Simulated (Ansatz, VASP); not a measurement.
# Two plane-wave programs on InSb3N

```
CELL_PARAMETERS angstrom
4.85057 0.00000 0.00000
0.00000 4.85057 0.00000
0.00000 0.00000 4.85057
ATOMIC_POSITIONS crystal
In 0.00000 0.00000 0.00000
Sb 0.50000 0.50000 0.00000
Sb 0.00000 0.50000 0.50000
Sb 0.50000 0.00000 0.50000
N 0.50000 0.50000 0.50000
```

Alike in both runs: functional PBE; k mesh 8 × 8 × 8; occupations gaussian, width 0.1 eV; no spin polarisation.

Ansatz relaxed the structure, and its values are those at the end. VASP's run is a single point on that final structure, the one shown.

```csv
,VASP,Ansatz
version,VASP 6.6.1,Ansatz 0.2.0
potentials or method,"VASP PAW PBE potentials, release 64 (In_d, Sb, N)","scalar-relativistic, plane waves, PAW"
plane-wave cutoff (eV),520,420
valence electrons in the cell,33,63
```

|  | VASP | Ansatz | Ansatz less VASP |
| --- | --- | --- | --- |
| gap on the k mesh at the Fermi level (eV) | none | none | - |
| pressure (GPa) | -0.3 | 0.0 | +0.30 |

A gap of «none» marks a metal or a gap that the smearing closes. The functional is the same, so the differences come from potentials, cutoffs and numerics. The two sets of potentials don't hold the same shells in valence.

Spin-orbit coupling is left out, which matters for the levels of Sb.
